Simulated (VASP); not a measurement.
All values below come from r2SCAN meta-GGA, VASP's PBE PAW potentials (set 64) (plane waves; VASP).

VASP input:

**KPOINTS**
```
Automatic
0
gamma
12 12 7
```

INCAR:
```
! general
SYSTEM =Er
PREC   =Accurate
ENCUT  =520   ! plane-wave cut-off (eV)
LREAL  =.False.   ! projection in real space or not
LASPH  =.True.

! electronic loop
EDIFF  =1E-7   ! SCF stop (eV)
NELM   =100   ! most electronic steps
ALGO   =Normal
LMAXMIX=6
LMIXTAU=.True.

! smearing
ISMEAR =1
SIGMA  =0.1   ! width (eV)

! functional
METAGGA=R2SCAN

! ions
IBRION =2   ! conjugate gradients
NSW    =30   ! most ionic steps
ISIF   =4   ! ions and shape, fixed volume
EDIFFG =-0.01   ! ionic stop

! output
LWAVE  =.False.
LCHARG =.False.
```

POSCAR:
```
Er
1
    1.7903354588    -3.1009515322     0.0000000000
    1.7903354588     3.1009515322     0.0000000000
    0.0000000000     0.0000000000     5.5374814230
Er
2
Direct
  0.3333330000   0.6666670000   0.2500000000
  0.6666670000   0.3333330000   0.7500000000
```

POTCAR, in this order: Er_3 (PBE.64 set). Program: vasp_std.

The 4f electrons are frozen in the core of the lanthanide potential, so 4f levels, which can set the real gap, and their magnetism are missing.

Q: Estimate the energy per atom (σ→0), band gap (on the k-mesh).

A: 
```json
{
  "energy per atom (σ→0)": "-3271.4 kJ/mol of atoms",
  "band gap (on the k-mesh)": "none (metal, semimetal or under 0.01 eV)"
}
```

### OSZICAR
```
...
DAV:   1    -0.678124848666E+02   -0.32720E-04   -0.14416E-03  3021   0.470E-01    0.269E-02
DAV:   2    -0.678124688161E+02    0.16050E-04   -0.43811E-05  3301   0.910E-02    0.159E-02
DAV:   3    -0.678124658199E+02    0.29963E-05   -0.40100E-06  3452   0.308E-02    0.760E-03
DAV:   4    -0.678124639426E+02    0.18773E-05   -0.36948E-06  3755   0.196E-02    0.526E-03
DAV:   5    -0.678124643958E+02   -0.45317E-06   -0.76550E-07  2771   0.867E-03    0.296E-03
DAV:   6    -0.678124645482E+02   -0.15240E-06   -0.22178E-08  1258   0.376E-03    0.794E-04
DAV:   7    -0.678124644648E+02    0.83372E-07   -0.12067E-08  1248   0.406E-03
   2 F= -.67812464E+02 E0= -.67811843E+02  d E =-.123605E-04
```

The compound is Er in the hcp structure. This run relaxes it. Symmetry was kept, so distortions that lower it aren't found.
